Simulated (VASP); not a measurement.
Calculation: TPSS meta-GGA, VASP's PBE PAW potentials (set 64) (plane waves; VASP).

VASP input:

File POSCAR:
```
Ni
1.0
  0.0000000000   1.7374816771   1.7374816771
  1.7374816771   0.0000000000   1.7374816771
  1.7374816771   1.7374816771   0.0000000000
Ni
1
Cart
  0.0000000000   0.0000000000   0.0000000000
```

File KPOINTS:
```
kpoints
0
Gamma
 16 16 16
0 0 0
```

### INCAR
```
SYSTEM  =  Ni
PREC  =  Accurate; ENCUT  =  520; LREAL  =  .FALSE.
LASPH  =  .TRUE.
EDIFF  =  1E-6; NELM  =  100; ALGO  =  Normal
LMAXMIX  =  4; LMIXTAU  =  .TRUE.
ISMEAR  =  1; SIGMA  =  0.1
METAGGA  =  TPSS
ISPIN  =  2; MAGMOM  =  0.6
IBRION  =  2; NSW  =  60; ISIF  =  3
EDIFFG  =  -0.01
LWAVE  =  .FALSE.; LCHARG  =  .FALSE.; LORBIT  =  10
```

POTCAR, in this order: Ni (PBE.64 set). Program: vasp_std.

The run wrote:

### OUTCAR
```
 ion  position               nearest neighbor table
   1  0.000  0.000  0.000-
  LATTYP: Found a face centered cubic cell.
 ALAT       =     3.4749633542
 Subroutine PRICEL returns:
 Original cell was already a primitive cell.
 Subroutine GETGRP returns: Found 48 space group operations
The static configuration has the point symmetry O_h .
The dynamic configuration has the point symmetry O_h .
The overall configuration has the point symmetry O_h .
 Subroutine INISYM returns: Found 48 space group operations
 Subroutine IBZKPT returns following result:
 Found    145 irreducible k-points:

 Following reciprocal coordinates:
            Coordinates               Weight
  0.000000  0.000000  0.000000      1.000000
  0.062500  0.000000  0.000000      8.000000
  0.125000  0.000000  0.000000      8.000000
  0.187500  0.000000  0.000000      8.000000
  0.250000  0.000000  0.000000      8.000000
  0.312500  0.000000  0.000000      8.000000
  0.375000  0.000000  0.000000      8.000000
  0.437500  0.000000  0.000000      8.000000
  0.500000  0.000000  0.000000      4.000000
  0.062500  0.062500  0.000000      6.000000
  0.125000  0.062500  0.000000     24.000000
  0.187500  0.062500  0.000000     24.000000
  0.250000  0.062500  0.000000     24.000000
  0.312500  0.062500  0.000000     24.000000
  0.375000  0.062500  0.000000     24.000000
  0.437500  0.062500  0.000000     24.000000
  0.500000  0.062500  0.000000     24.000000
 -0.437500  0.062500  0.000000     24.000000
 -0.375000  0.062500  0.000000     24.000000
 -0.312500  0.062500  0.000000     24.000000
 -0.250000  0.062500  0.000000     24.000000
 -0.187500  0.062500  0.000000     24.000000
 -0.125000  0.062500  0.000000     24.000000
 -0.062500  0.062500  0.000000     12.000000
...
```

File OSZICAR:
```
       N       E                     dE             d eps       ncg     rms          rms(c)
DAV:   1     0.354001032807E+02    0.35400E+02   -0.60258E+03  5415   0.188E+03
DAV:   2    -0.487802274088E+01   -0.40278E+02   -0.39147E+02  5665   0.257E+02
DAV:   3    -0.667135741377E+01   -0.17933E+01   -0.17539E+01  7161   0.720E+01
DAV:   4    -0.669211206696E+01   -0.20755E-01   -0.20750E-01  7765   0.767E+00
DAV:   5    -0.669244146412E+01   -0.32940E-03   -0.32938E-03  7460   0.765E-01    0.836E+00
DAV:   6    -0.135008321601E+02   -0.68084E+01   -0.10409E+01  5255   0.404E+01    0.492E+00
DAV:   7    -0.133412757498E+02    0.15956E+00   -0.44209E+00  5962   0.289E+01    0.324E+00
DAV:   8    -0.132980548736E+02    0.43221E-01   -0.44463E-01  5804   0.991E+00    0.931E-01
DAV:   9    -0.133054196390E+02   -0.73648E-02   -0.75691E-02  5856   0.353E+00    0.495E-01
DAV:  10    -0.133038887700E+02    0.15309E-02   -0.45481E-03  5868   0.614E-01    0.109E-01
DAV:  11    -0.133037663576E+02    0.12241E-03   -0.74751E-04  6809   0.266E-01    0.413E-02
DAV:  12    -0.133037685457E+02   -0.21881E-05   -0.24918E-05  5625   0.510E-02    0.214E-02
DAV:  13    -0.133037712141E+02   -0.26683E-05   -0.48224E-05  5836   0.731E-02    0.350E-03
DAV:  14    -0.133037709591E+02    0.25493E-06   -0.79510E-07  2883   0.150E-02
   1 F= -.13303771E+02 E0= -.13303984E+02  d E =-.133038E+02  mag=     0.5972
       N       E                     dE             d eps       ncg     rms          rms(c)
DAV:   1    -0.133050077574E+02   -0.12365E-02   -0.21875E-02  5448   0.262E+00    0.303E-01
DAV:   2    -0.133040803620E+02    0.92740E-03   -0.18950E-02  5496   0.217E+00    0.151E-01
DAV:   3    -0.133037515397E+02    0.32882E-03   -0.29643E-03  5468   0.899E-01    0.538E-02
DAV:   4    -0.133037292294E+02    0.22310E-04   -0.39548E-05  5430   0.656E-02    0.277E-02
DAV:   5    -0.133037309385E+02   -0.17091E-05   -0.51161E-06  4109   0.257E-02    0.464E-03
DAV:   6    -0.133037314202E+02   -0.48171E-06   -0.32206E-07  2785   0.103E-02
   2 F= -.13303731E+02 E0= -.13303939E+02  d E =0.395390E-04  mag=     0.5968
       N       E                     dE             d eps       ncg     rms          rms(c)
DAV:   1    -0.133045704904E+02   -0.83955E-03   -0.13701E-02  5442   0.207E+00    0.239E-01
DAV:   2    -0.133040306433E+02    0.53985E-03   -0.11908E-02  5495   0.171E+00    0.120E-01
DAV:   3    -0.133038066620E+02    0.22398E-03   -0.18776E-03  5465   0.716E-01    0.426E-02
DAV:   4    -0.133037764352E+02    0.30227E-04   -0.24700E-05  5407   0.516E-02    0.219E-02
DAV:   5    -0.133037722398E+02    0.41954E-05   -0.32293E-06  3324   0.203E-02    0.374E-03
DAV:   6    -0.133037721400E+02    0.99797E-07   -0.24041E-07  2629   0.856E-03
   3 F= -.13303772E+02 E0= -.13303984E+02  d E =-.118084E-05  mag=     0.5971
```

OUTCAR:
```
------------------------ aborting loop because EDIFF is reached ----------------------------------------
  FORCE on cell =-STRESS in cart. coord.  units (eV):
  Direction    XX          YY          ZZ          XY          YZ          ZX
  --------------------------------------------------------------------------------------
  Total        0.0065845      0.0065845      0.0065845      0.0000000      0.0000000      0.0000000
  in kB        1.0062441      1.0062441      1.0062441      0.0000000      0.0000000      0.0000000
  external PRESSURE =       1.0062441 kB  Pullay stress =       0.0000000 kB
  volume of cell :       10.48
      direct lattice vectors                 reciprocal lattice vectors
     0.000000000  1.737132178  1.737132178    -0.287830717  0.287830717  0.287830717
     1.737132178 -0.000000000  1.737132178     0.287830717 -0.287830717  0.287830717
     1.737132178  1.737132178 -0.000000000     0.287830717  0.287830717 -0.287830717
 POSITION                                       TOTAL-FORCE (eV/Angst)
 -----------------------------------------------------------------------------------
      0.00000      0.00000      0.00000         0.000000      0.000000     -0.000000
 -----------------------------------------------------------------------------------
    total drift:                                0.000000     -0.000000      0.000000
  FREE ENERGIE OF THE ION-ELECTRON SYSTEM (eV)
  ---------------------------------------------------
  free  energy   TOTEN  =       -13.3037721400 eV

  energy  without entropy=      -13.3044073239  energy(sigma->0) =      -13.30398387

 total charge

# of ion       s       p       d       tot
------------------------------------------
    1        0.505   0.533   8.336   9.374

 magnetization (x)

# of ion       s       p       d       tot
------------------------------------------
    1       -0.009  -0.026   0.640   0.605

 reached required accuracy - stopping structural energy minimisation
```
(Selected blocks of OUTCAR.)

CONTCAR:
```
Ni
   1.00000000000000
     0.0000000000000000    1.7371321775561863    1.7371321775561863
     1.7371321775561863   -0.0000000000000000    1.7371321775561863
     1.7371321775561863    1.7371321775561863   -0.0000000000000000
  Ni
     1
Direct
     0.0000000000000000    0.0000000000000000    0.0000000000000000
```

The compound is Ni in the fcc structure. This run relaxes it. Symmetry was kept, so distortions that lower it aren't found. The start is the result of an earlier pass.
